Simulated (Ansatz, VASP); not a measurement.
# SiO2: VASP beside Ansatz

Wanted: the spread between two codes on one cell, functional and k mesh. The cell is taken from a series of runs on this material, whose earlier steps may have relaxed, scaled, displaced or heated it; both programs get it as it stands.

Calculated with Ansatz 0.2.0; plane waves, with VASP 6.6.1 beside it; zone-centre phonons at LDA.

### Step 1. Starting point

The structure is tetragonal, space group P4_2/mnm (No. 136). The conventional cell has a = 4.257 Å, b = 4.257 Å, c = 2.687 Å, α = 90.00°, β = 90.00°, γ = 90.00°. O has 3 Si at 1.77 to 1.86 Å nearest. Nearest to Si lie 6 O at 1.77 to 1.86 Å. Farther neighbours and most contacts between anions are not listed.

### Step 2. Ansatz: zone-centre phonons, LDA

Ansatz runs on its PAW soft_1 files.

Second derivatives magnify differences that forces hide, and they need a tight electronic threshold.

The input, input.yaml:

```yaml
crystal:
  lattice:
    - [4.2571092238, 0.0, 0.0]
    - [0.0, 4.2571092238, 0.0]
    - [0.0, 0.0, 2.687211654]
  atoms:
    - { symbol: O, position: [0.6916429764, 0.6916429764, 0.0] }
    - { symbol: O, position: [0.1916429764, 0.8083570236, 0.5] }
    - { symbol: O, position: [0.3083570236, 0.3083570236, 0.0] }
    - { symbol: O, position: [0.8083570236, 0.1916429764, 0.5] }
    - { symbol: Si, position: [0.5, 0.5, 0.5] }
    - { symbol: Si, position: [0.0, 0.0, 0.0] }
kpoints:
  mp_grid: { grid: [8, 8, 8] }
hamiltonian:
  xc: lda
  pseudopotentials: { kind: paw, azcp: { folder: soft_1 }, xc_functional: pbe }
scf:
  occupations: { method: fixed }
output:
  eigenvalues: true
phonons:
  method: dfpt
  dielectric: true
  rigid_motions: translations
```

The run is started by

```
ansatz run input.yaml --threads 4 --pin off --max-ram 16384MiB --backend cpu --events-out ev --progress --plain --runs-dir out
```

Numbers of over 12 decimals in the logs are rounded to 6 here.

What it wrote:

```text
Engine: ansatz 0.2.0, x86_64-unknown-linux-gnu
Pseudopotentials: kind: paw
Pseudopotential: O, paw, valence charge 6, recommended cutoff 420 eV (normal), soft_1/O.paw.azcp
Pseudopotential: Si, paw, valence charge 4, recommended cutoff 420 eV (normal), soft_1/Si.paw.azcp
Functional definition: SPW92
  exchange = slater_x
  correlation = pw_c
Crystal: 6 atoms, lattice volume = 48.700 Å³
Basis set: ecut = 420 eV, 961 PW (Γ), exchange–correlation on 60×60×36 points (8 copies of the dense FFT grid, shifted against one another)
Bands: 22, of which v1, the nominal top of the filled ones, is band 16 counted from 1 (15 counted from 0)
Symmetry: 16 space group operations
k-points: 260 of 512 (irreducible under 1 space group operation, time reversal used)
Non-local potential: O, projectors of the file, l = 0: 2, l = 1: 2, l = 2: 1
Non-local potential: Si, projectors of the file, l = 0: 2, l = 1: 2, l = 2: 1
PAW form: soft (Blöchl's): semilocal exchange-correlation on the pseudo side does not see the compensation charge
PAW frozen core: O, regenerated for the run's functional, and the local potential with it (the file was generated under x = pbe(κ = 0.804, μ = 0.219515), c = pbe(β = 0.066725))
PAW frozen core: Si, regenerated for the run's functional, and the local potential with it (the file was generated under x = pbe(κ = 0.804, μ = 0.219515), c = pbe(β = 0.066725))
PAW one-centre angular grid: O, 110 points (default); XC on 64 Gauss nodes
PAW one-centre angular grid: Si, 110 points (default); XC on 64 Gauss nodes
Initial density: superposition of atomic densities (chi_scale 0.1, normalization cell, long waves kept (reshape's long-wave potential 0.00 eV rms))
Initial wavefunctions: pseudopotential atomic-orbital guess
Functional: x = slater, c = lda
SCF iter   1: F=—  HF=-3447.248826 eV  |F-HF|=—  |Δ(HF+E_count)|=         —  Δρ=1.30e-1  dr2=6.75e0  ethr=3.10e-3  ⟨swp⟩=4.2  Hψ=25626  notcnv=0  defer=1032
preconditioner: auto → none  [insulator: Δε(μ)=6.095 eV  Ē_g=18.845 eV  n_scr=10 (ndim 8)  ℏωp=30.1 eV  f_vac=0.000  ε∞_Penn≈3.6]
SCF iter   2: F=—  HF=-3445.510557 eV  |F-HF|=—  |Δ(HF+E_count)|=    1.74e0  Δρ=6.40e-2  dr2=7.80e-1  ethr=3.10e-3  ⟨swp⟩=3.0  Hψ=13588  notcnv=0  defer=964
SCF iter   3: F=—  HF=-3445.309216 eV  |F-HF|=—  |Δ(HF+E_count)|=   2.01e-1  Δρ=2.17e-2  dr2=8.32e-2  ethr=2.44e-3  ⟨swp⟩=2.4  Hψ=10543  notcnv=0  defer=1032
SCF iter   4: F=—  HF=-3445.310414 eV  |F-HF|=—  |Δ(HF+E_count)|=   1.20e-3  Δρ=1.62e-3  dr2=4.35e-4  ethr=2.60e-4  ⟨swp⟩=2.0  Hψ=6289  notcnv=0  defer=1040
SCF iter   5: F=—  HF=-3445.310587 eV  |F-HF|=—  |Δ(HF+E_count)|=   1.73e-4  Δρ=2.01e-4  dr2=7.83e-6  ethr=1.36e-6  ⟨swp⟩=2.0  Hψ=9041  notcnv=0  defer=1040
SCF iter   6: F=—  HF=-3445.310591 eV  |F-HF|=—  |Δ(HF+E_count)|=   4.14e-6  Δρ=3.61e-5  dr2=3.26e-7  ethr=2.45e-8  ⟨swp⟩=2.0  Hψ=9404  notcnv=0  defer=489
SCF iter   7: F=—  HF=-3445.310591 eV  |F-HF|=—  |Δ(HF+E_count)|=   2.16e-7  Δρ=4.76e-6  dr2=6.58e-9  ethr=1.02e-9  ⟨swp⟩=2.0  Hψ=8396  notcnv=0  defer=463
SCF iter   8: F=—  HF=-3445.310591 eV  |F-HF|=—  |Δ(HF+E_count)|=   1.16e-9  Δρ=7.32e-7  dr2=1.23e-10  ethr=2.06e-11  ⟨swp⟩=2.0  Hψ=8621  notcnv=0  defer=463
SCF iter   9: F=-3445.310591 eV  HF=-3445.310591 eV  |F-HF|=3.18e-12  |Δ(HF+E_count)|=  2.27e-11  Δρ=1.32e-7  dr2=3.84e-12  ethr=1.00e-12  ⟨swp⟩=12.8  Hψ=38162  notcnv=0
SCF 1 converged in 9 iterations: F = -3445.310591 eV  dr2 = 3.84e-12
  greatest PAW one-centre occupation: 0.852 electrons in one spin orbital (limit 2), on the O atom at site 3 (counted from 0), in its partial waves of l = 0
DFPT response loops at Γ: preconditioner auto → none (the input reference at scf.mixing.eps_inf says where Resta's filter doesn't serve); β = 0.50; Broyden in place of MSR1
── the response to a field inside a basis, on 8×8×8 k-points: an SCF that follows is theirs, and a resumed run solves both again ──
Bands: 17, of which v1, the nominal top of the filled ones, is band 16 counted from 1 (15 counted from 0)
k-points: 40 of 512
Initial density: handed on by an earlier stage of this run
Initial wavefunctions: pseudopotential atomic-orbital guess (no wavefunctions were taken with the density)
Eigensolver: Dense (40 Hₖ)
SCF iter   1: F=—  HF=-3445.311898 eV  |F-HF|=—  |Δ(HF+E_count)|=         —  Δρ=7.55e-4  dr2=4.31e-5  ethr=1.00e-1
preconditioner: auto → none  [insulator: Δε(μ)=5.379 eV  Ē_g=15.465 eV  n_scr=10 (ndim 8)  ℏωp=30.1 eV  f_vac=0.000  ε∞_Penn≈4.8]
SCF iter   2: F=—  HF=-3445.311885 eV  |F-HF|=—  |Δ(HF+E_count)|=   1.25e-5  Δρ=3.21e-4  dr2=1.06e-5  ethr=1.35e-7
SCF iter   3: F=—  HF=-3445.311884 eV  |F-HF|=—  |Δ(HF+E_count)|=   1.16e-6  Δρ=1.31e-4  dr2=2.75e-6  ethr=3.32e-8
SCF iter   4: F=-3445.311883 eV  HF=-3445.311883 eV  |F-HF|=3.67e-10  |Δ(HF+E_count)|=   8.83e-7  Δρ=9.72e-6  dr2=1.35e-8  ethr=8.59e-9
SCF 1 converged in 4 iterations: F = -3445.311883 eV  dr2 = 1.35e-8
  greatest PAW one-centre occupation: 0.852 electrons in one spin orbital (limit 2), on the O atom at site 2 (counted from 0), in its partial waves of l = 0
DFPT response loops at Γ: mixed as the last ones told, above
SCF converged after 9 iterations
Free energy (F): -3445.310591 eV
Harris-Foulkes:  -3445.310591 eV  (|F-HF|=3.18e-12)
Internal energy: -3445.310591 eV  (E = F + TS)
E sigma→0 (E₀):  -3445.310591 eV
Fermi energy:    9.483692 eV
--- Per-component energies (eV) ---
  E_band       = 38.906219
  E_kinetic    = 776.854481
  E_local      = -1239.839747  (includes V_loc(G=0)·N_el)
  E_nonlocal   = 258.853203
  E_hartree    = 447.057556
  E_xc         = -398.134283
  E_vxc        = -464.750824  (∫ρ·V_xc dr)
  E_paw        = -1580.356901  (= ΣΔE_a)
  E_vpaw       = -186.329407  (= ΣTr[D̂ρ^β])
  E_aug_tail   = 0.003338  (compensation charges beyond the density's cutoff)
  E_ewald      = -1710.304583
  E_core_change = 0.556347  (= ΣΔE_core)
  E_smearing   = -0.000000  (= −TS)
  E_closure    = 0.000000  (closes the sum)
  Σ components = -3445.310591   (vs F -3445.310591, Δ=0.00e0)
--- Band table (eV; the first three rows and the last of 260) ---
  k-point 0: bands = [... 12 lower, 6.9283, 8.6356, 8.6356, 9.4837, 14.4369, 15.8859, 17.6634, 17.6634, ... 2 higher]
  k-point 1: bands = [... 12 lower, 6.2091, 8.4955, 8.4955, 9.3174, 15.1728, 16.9304, 18.5117, 18.5117, ... 2 higher]
  k-point 2: bands = [... 12 lower, 5.1148, 8.0448, 8.0448, 8.7770, 16.3408, 18.7691, 19.1893, 20.2294, ... 2 higher]
  k-point 259: bands = [... 12 lower, 7.6978, 7.6978, 8.0386, 8.0386, 16.1632, 16.1632, 19.7530, 19.7530, ... 2 higher]
--- Phonons (Γ-DFPT): 4 representative perturbations + reference, on 260 of 512 k-points (Σ response iterations 12) ---
  k mesh reduced under 1 symmetry operation, with k and −k counted as one. Each operation leaves every solved perturbation unchanged. A smaller set is not considered because the run solves the response to a homogeneous field
  ASR residual: 3.244e-5 → 0.000e0 eV/Å²; symmetrization residual: 1.479e-6 eV/Å²
  ASR residual per site (eV/Å²): 3.19e-5 3.19e-5 3.19e-5 3.19e-5 3.24e-5 3.24e-5
  Γ frequencies (cm⁻¹): 0.00 0.00 0.00 234.88 367.27 401.01 401.01 506.91 506.91 547.64 547.64 555.74 623.01 702.50 707.24 788.20 788.20 877.02
  ε∞ (high-frequency dielectric tensor):
        3.452304     0.000000     0.000000
        0.000000     3.452304     0.000000
        0.000000     0.000000     3.612680
  ε⁰ (static dielectric tensor: ions relaxed, cell fixed):
       14.418118     0.000000    -0.000000
        0.000000    14.418118     0.000000
       -0.000000     0.000000     9.475963
  ε⁰ − ε∞ (ionic part):
       10.965814     0.000000    -0.000000
        0.000000    10.965814     0.000000
       -0.000000     0.000000     5.863284
  softest optical mode at Γ: 234.88 cm⁻¹; the repairs (sum rule, projections) moved no ω² at Γ by more than (1.05 cm⁻¹)²
  Born effective charges Z* (e; rows j = field, columns β = displacement):
    site 0:
        -1.91874   -0.60164   -0.00000
        -0.60164   -1.91874   -0.00000
        -0.00000   -0.00000   -2.05208
    site 1:
        -1.91874    0.60164   -0.00000
         0.60164   -1.91874   -0.00000
        -0.00000   -0.00000   -2.05208
    site 2:
        -1.91874   -0.60164   -0.00000
        -0.60164   -1.91874   -0.00000
        -0.00000   -0.00000   -2.05208
    site 3:
        -1.91874    0.60164   -0.00000
         0.60164   -1.91874   -0.00000
        -0.00000   -0.00000   -2.05208
    site 4:
         3.83748   -0.41740    0.00000
        -0.41740    3.83748    0.00000
         0.00000    0.00000    4.10417
    site 5:
[...]
Z* charge neutrality: 2.757e-3 e pre-enforcement
  solved inside a basis spanned on kpoints, on 8×8×8 k-points, its susceptibility summed on 8×8×12: ε∞ is read to err by 8.7e-3, Z* by 1.5e-2 e (field_mesh: kpoints solves on kpoints); Z* is corrected for what the basis lacks
  optical modes at Γ without the LO–TO term, one row a degenerate level:
      ω (cm⁻¹)  modes    IR ((D/Å)²/amu)
[...]
optical modes at Γ + LO–TO along q̂ = [1.0000, 0.0000, 0.0000]:
      ω (cm⁻¹)  modes    IR ((D/Å)²/amu)
[...]
optical modes at Γ + LO–TO along q̂ = [0.0000, 1.0000, 0.0000]:
      ω (cm⁻¹)  modes    IR ((D/Å)²/amu)
[...]
optical modes at Γ + LO–TO along q̂ = [0.0000, 0.0000, 1.0000]:
      ω (cm⁻¹)  modes    IR ((D/Å)²/amu)
[...]
506.91      2             0.2931
        547.64      2             0.0000
        555.74      1             0.0000
        702.50      1             0.0000
        707.24      1             0.0000
        788.20      2            20.1978
        877.02      1             0.0000
       1009.00      1            51.9633
```

(Part 1 of 3 ends here.)

[Lines on the potential files, build, host, timing and source positions are cut from VASP's logs without a mark.]

[Logs are printed without paths, hosts, clocks, repeated set-up lines and the standing remarks that a program may print on its own settings, such as how far it seeks lower states.]

[Hosts, paths, dates, database ids (printed as entryN), source tags and the programs' standing remarks are cut or masked in the printed files.]
